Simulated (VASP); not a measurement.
```
CELL_PARAMETERS angstrom
      1.21628    -2.12794     0.00000
      1.21628     2.12794     0.00000
      0.00000     0.00000     6.95763
ATOMIC_POSITIONS crystal
  C  0.00000 0.00000 0.25000
  C  0.00000 0.00000 0.75000
  C  0.33333 0.66667 0.25000
  C  0.66667 0.33333 0.75000
```

Calculation: r2SCAN meta-GGA, VASP's PBE PAW potentials (set 64) (plane waves; VASP). Settings: 600 eV cut-off, 10×10×4 Γ-centred mesh, Gaussian smearing of 0.050 eV, potentials C.

Q: Estimate the energy per atom (σ→0), pressure, largest force.

A: 
The energy per atom (σ→0) is -9940 meV/atom and the pressure is 4.07 GPa. The largest force comes out as 0.130 eV/Å.

Total energies compare only between runs with the same potentials, cut-off and functional.

The compound is C in the graphite structure. This cell was strained or had an atom moved on purpose.
